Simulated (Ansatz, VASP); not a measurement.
# Hf (Hafnium): VASP beside Ansatz, part 2 of 2

Wanted: the spread between two codes on one cell, functional and k mesh. Of the first pair: The structure shown is the end of the Ansatz relaxation below.

VASP 6.6.1 and Ansatz 0.2.0.

So far. Step 6 (VASP: single point, LDA, pair 2): The run ends at a pressure of 1.96 GPa.

## (8) VASP: relaxation of cell and atoms, LDA

Level of this step: LDA; plane waves and PAW (Hf_pv) (VASP).

The relaxed volume is the usual yardstick between codes: in a stiff, nearly cubic crystal its relative difference is about their pressure difference at one cell divided by the bulk modulus.

Contents of INCAR:

```
SYSTEM = Hf
PREC = Accurate
ENCUT = 500
EDIFF = 1E-07
NELM = 120
ISMEAR = 1
SIGMA = 0.2
LREAL = .FALSE.
ALGO = Normal
GGA = CA
NBANDS = 16
LASPH = .TRUE.
LORBIT = 11
LWAVE = .FALSE.
LCHARG = .FALSE.
ISIF = 3
IBRION = 2
NSW = 80
EDIFFG = -0.005
GGA_COMPAT = .FALSE.
NELMIN = 4
KPAR = 2
```

Contents of POSCAR:

```
Hf
1.0
    3.1207720000      0.0000000000      0.0000000000
   -1.5603860000      2.7026670000      0.0000000000
    0.0000000000      0.0000000000      4.9393130000
Hf
2
Direct
    0.3333333333      0.6666666667      0.2499999494
    0.6666666667      0.3333333333      0.7500000506
```

Contents of KPOINTS:

```
Automatic mesh
0
Gamma
15 15 8
0 0 0
```

The projector-augmented-wave data sets are Hf_pv (LDA family, release 64).

Run with:

```sh
> mpirun -np 2 vasp_std
```

Numbers of over 12 decimals in the logs are rounded to 6 here.

The log of the run:

```text
[... set-up lines as in an earlier step ...]
 entering main loop
       N       E                     dE             d eps       ncg     rms          rms(c)
DAV:   1     0.460717313451E+02    0.46072E+02   -0.11426E+04  4344   0.117E+03
DAV:   2    -0.205870699026E+02   -0.66659E+02   -0.65093E+02  5792   0.250E+02
DAV:   3    -0.220829260895E+02   -0.14959E+01   -0.14887E+01  5648   0.259E+01
DAV:   4    -0.220932628809E+02   -0.10337E-01   -0.10335E-01  5416   0.261E+00
[...]
DAV:  10    -0.213887388341E+02    0.34248E-05   -0.44425E-05  5096   0.482E-02    0.198E-01
DAV:  11    -0.213887357308E+02    0.31033E-05   -0.44600E-06  5792   0.140E-02    0.118E-02
DAV:  12    -0.213887356935E+02    0.37247E-07   -0.41953E-07  4928   0.447E-03
   1 F= -.21388736E+02 E0= -.21389783E+02  d E =-.213887E+02
[...]
N       E                     dE             d eps       ncg     rms          rms(c)
DAV:   1    -0.213888758808E+02   -0.14015E-03   -0.34940E-03  4384   0.462E-01    0.139E-01
DAV:   2    -0.213887714692E+02    0.10441E-03   -0.20712E-04  4528   0.108E-01    0.386E-02
DAV:   3    -0.213887391248E+02    0.32344E-04   -0.61498E-05  4840   0.548E-02    0.195E-02
DAV:   4    -0.213887357645E+02    0.33602E-05   -0.71609E-06  5536   0.193E-02    0.169E-02
DAV:   5    -0.213887353961E+02    0.36848E-06   -0.78310E-07  5584   0.481E-03    0.338E-03
DAV:   6    -0.213887354000E+02   -0.39777E-08   -0.26297E-08  2696   0.108E-03
   2 F= -.21388735E+02 E0= -.21389793E+02  d E =0.293516E-06
 trial-energy change:    0.000000  1 .order    0.000002   -0.000023    0.000026
 step:   0.5082(harm=  0.4656)  dis= 0.00000  next Energy=   -21.388742 (dE=-0.599E-05)
[...]
N       E                     dE             d eps       ncg     rms          rms(c)
DAV:   1    -0.213887759762E+02   -0.40580E-04   -0.84281E-04  4344   0.227E-01    0.678E-02
DAV:   2    -0.213887506342E+02    0.25342E-04   -0.50061E-05  4448   0.530E-02    0.191E-02
DAV:   3    -0.213887428161E+02    0.78181E-05   -0.14870E-05  4752   0.269E-02    0.941E-03
DAV:   4    -0.213887420030E+02    0.81315E-06   -0.17370E-06  5440   0.952E-03    0.819E-03
DAV:   5    -0.213887419221E+02    0.80899E-07   -0.18892E-07  4504   0.238E-03
   3 F= -.21388742E+02 E0= -.21389794E+02  d E =-.622851E-05
[...]
reached required accuracy - stopping structural energy minimisation
```

From OUTCAR (step 8):

```text
  Total       -0.0002371     -0.0002371     -0.0048864      0.0000000      0.0000000     -0.0000000
  in kB       -0.0091132     -0.0091132     -0.1878015      0.0000000      0.0000000     -0.0000000
  external PRESSURE =      -0.0686759 kB  Pullay stress =       0.0000000 kB

 POSITION                                       TOTAL-FORCE (eV/Angst)
 -----------------------------------------------------------------------------------
     -0.00000      1.80221      1.23504         0.000000     -0.000000      0.000000
      1.56076      0.90110      3.70512        -0.000000      0.000000     -0.000000
 -----------------------------------------------------------------------------------
    total drift:                                0.000033     -0.000019      0.000045

  FREE ENERGIE OF THE ION-ELECTRON SYSTEM (eV)
  ---------------------------------------------------
  free  energy   TOTEN  =       -21.3887419221 eV

  energy  without entropy=      -21.3918992016  energy(sigma->0) =      -21.38979435

 reached required accuracy - stopping structural energy minimisation

[... 1 part as in an earlier step ...]

[... 2 further parts left out ...]
[key lines of the parts left out:]
E-fermi :   5.3237
```

The run keeps the 24 symmetry operations of its start, so it cannot find a distortion of lower symmetry.

## (9) Ansatz: relaxation of cell and atoms, LDA

The same cell, functional (in two slightly different forms), mesh and smearing now go to Ansatz, which takes its cutoff from its data sets.

The cell is taken from a series of runs on this material, whose earlier steps may have relaxed, scaled, displaced or heated it; both programs get it as it stands.

Contents of input.yaml:

```yaml
crystal:
  lattice:
    - [3.1207715153, 0.0, 0.0]
    - [-1.5603857576, 2.7026674116, 0.0]
    - [0.0, 0.0, 4.93931317]
  atoms:
    - { symbol: Hf, position: [0.3333333333, 0.6666666667, 0.25] }
    - { symbol: Hf, position: [0.6666666667, 0.3333333333, 0.75] }
kpoints:
  mp_grid: { grid: [15, 15, 8] }
hamiltonian:
  xc: lda
  pseudopotentials: { kind: paw, azcp: { folder: soft_1 }, xc_functional: pbe }
scf:
  occupations: { method: methfessel_paxton, width: 0.2 }
  lower_state_search: "off"
output:
  forces: true
  stress: true
  eigenvalues: true
relax:
  adjacent_minimum: "off"
  f_tol: 0.001
  max_steps: 60
  cell: { stress_tol: 0.01 }
```

Run with:

```sh
> ansatz run input.yaml --threads 18 --pin off --max-ram 92160MiB --backend cuda --events-out ev --progress --plain --runs-dir out --max-vram 78GiB
```

The log of the run:

```text
[...]
Crystal: 2 atoms, lattice volume = 41.660 Å³
Basis set: ecut = 420 eV, 809 PW (Γ)
Bands: 32, of which v1, the nominal top of the filled ones, is band 26 counted from 1 (25 counted from 0)
Symmetry: 24 space group operations
[...]
k-points: 135 of 1800
[...]
k-point 134: bands = [... 22 lower, 17.3661, 17.3661, 17.7616, 17.7616, 19.2182, 19.2182, 21.8749, 21.8749, ... 2 higher]
--- Relaxed structure (3 steps of the walk, 2 accepted, 1 SCFs on fresh bases) ---
[...]
cell:  # Å, volume = 41.6569 Å³
    - [3.120613, -2.886607382214365e-11, 0.0]
    - [-1.560306, 2.702530, 0.0]
    - [0.0, 0.0, 4.939431]
  atoms:
    - { symbol: Hf, position: [0.333333, 0.666667, 0.25] }
    - { symbol: Hf, position: [0.666667, 0.333333, 0.75] }
[key lines of the parts left out:]
SCF converged after 4 iterations
Free energy (F): -30954.985117 eV
Fermi energy:    19.317372 eV
P = ⅓ Tr σ = 0.0002 GPa (0.002 kbar)
```

## (10) Differences

What differs besides the data sets and the points named for the pairs above, as far as they apply: the data sets hold 52 valence electrons in Ansatz (on its PAW soft_1 files) and 20 in VASP; Ansatz adds a Pulay correction to the stress that steers its cell, VASP none. Total energies have different zeros and are not compared.

Both answers:

| quantity | Ansatz | VASP | difference |
| --- | --- | --- | --- |
| volume (Å³) | 41.66 | 41.69 | -0.07 % |
| edge a after relaxation, in the typed setting (Å) | 3.121 | 3.122 | -0.03 % |
| edge c after relaxation, in the typed setting (Å) | 4.939 | 4.940 | -0.02 % |

## (11) Outcome

| Property | Result |
| --- | --- |
| difference in pressure (single point, LDA, pair 1) | -0.10 GPa |
| difference in pressure (single point, LDA, pair 2) | -0.090 GPa |
| difference in volume (relaxation of cell and atoms, LDA) | -0.072 % |

The difference in pressure is -0.10 GPa (single point, LDA, pair 1), within the 1 GPa picked in this series as the mark of a large difference. The data sets hold unlike numbers of valence electrons (52 in Ansatz and 20 in VASP), so part of the differences comes from the potentials. 3 further runs of this series are not shown here. How closely two codes agree says nothing of how well the functional describes the real material.

[Lines on the potential files, build, host, timing and source positions are cut from VASP's logs without a mark.]

[Logs are printed without paths, hosts, clocks, repeated set-up lines and the standing remarks that a program may print on its own settings, such as how far it seeks lower states.]

[Hosts, paths, dates, database ids (printed as entryN), source tags and the programs' standing remarks are cut or masked in the printed files.]
